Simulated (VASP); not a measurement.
A convergence study with VASP on Ag2O (cuprite): a few settings are varied, all else stays as given below, so the limit is that of these other settings.

```xyz
6
Lattice="4.7300 0.0000 0.0000 0.0000 4.7300 0.0000 0.0000 0.0000 4.7300" Properties=species:S:1:pos:R:3 pbc="T T T"
Ag     3.5475     1.1825     3.5475
Ag     1.1825     3.5475     3.5475
Ag     3.5475     3.5475     1.1825
Ag     1.1825     1.1825     1.1825
O      0.0000     0.0000     0.0000
O      2.3650     2.3650     2.3650
```

The numbers are results of PBE GGA, VASP's PBE PAW potentials (set 64) (plane waves; VASP 6.6.1), not measurements. The last row used: 700 eV cut-off, 11×11×11 Γ-centred mesh, second-order Methfessel-Paxton smearing of 0.40 eV, potentials Ag O.

```
setting                                   E (eV/atom)  pressure (GPa)  irreducible k-points
----------------------------------------  -----------  --------------  --------------------
ISMEAR = -1, SIGMA = 0.01, 2×2×2 mesh         -3.5138            5.46                     4
ISMEAR = -1, SIGMA = 0.2, 2×2×2 mesh          -3.5212            5.73                     4
ISMEAR = 0, SIGMA = 0.01, 2×2×2 mesh          -3.5137            5.30                     4
ISMEAR = 0, SIGMA = 0.2, 2×2×2 mesh           -3.5169            5.62                     4
ISMEAR = 1, SIGMA = 0.01, 2×2×2 mesh          -3.5137      (withheld)                     4
ISMEAR = 1, SIGMA = 0.2, 2×2×2 mesh           -3.5155            5.61                     4
ISMEAR = 2, SIGMA = 0.01, 2×2×2 mesh          -3.5137            5.18                     4
ISMEAR = 2, SIGMA = 0.2, 2×2×2 mesh           -3.5150            5.60                     4
ISMEAR = -1, SIGMA = 0.05, 5×5×5 mesh         -3.5665            4.04                    10
ISMEAR = -1, SIGMA = 0.2, 5×5×5 mesh          -3.5646            4.19                    10
ISMEAR = 0, SIGMA = 0.05, 5×5×5 mesh          -3.5665            4.04                    10
ISMEAR = 0, SIGMA = 0.2, 5×5×5 mesh           -3.5666            4.05                    10
ISMEAR = 1, SIGMA = 0.05, 5×5×5 mesh          -3.5664            4.03                    10
ISMEAR = 1, SIGMA = 0.2, 5×5×5 mesh           -3.5665            4.03                    10
ISMEAR = 2, SIGMA = 0.05, 5×5×5 mesh          -3.5664            4.03                    10
ISMEAR = 2, SIGMA = 0.2, 5×5×5 mesh           -3.5665            4.03                    10
ISMEAR = -1, SIGMA = 0.05, 11×11×11 mesh      -3.5666            4.02                    56
ISMEAR = -1, SIGMA = 0.4, 11×11×11 mesh       -3.5505            4.72                    56
ISMEAR = 0, SIGMA = 0.05, 11×11×11 mesh       -3.5666            4.01                    56
ISMEAR = 0, SIGMA = 0.4, 11×11×11 mesh        -3.5658            4.10                    56
ISMEAR = 1, SIGMA = 0.05, 11×11×11 mesh       -3.5666            4.00                    56
ISMEAR = 1, SIGMA = 0.4, 11×11×11 mesh        -3.5668            3.93                    56
ISMEAR = 2, SIGMA = 0.05, 11×11×11 mesh       -3.5666            4.00                    56
ISMEAR = 2, SIGMA = 0.4, 11×11×11 mesh        -3.5668      (withheld)                    56
```

### Question
What belongs in the gaps?

### Answer

- ISMEAR = 2, SIGMA = 0.4, 11×11×11 mesh, pressure (GPa): 3.97
- ISMEAR = 1, SIGMA = 0.01, 2×2×2 mesh, pressure (GPa): 5.20

Left out are rungs that failed or repeat a setting and relaxations that didn't move; long series are thinned to 24 rows.

The compound is Ag2O in the cuprite structure. The cell was not relaxed at this level.
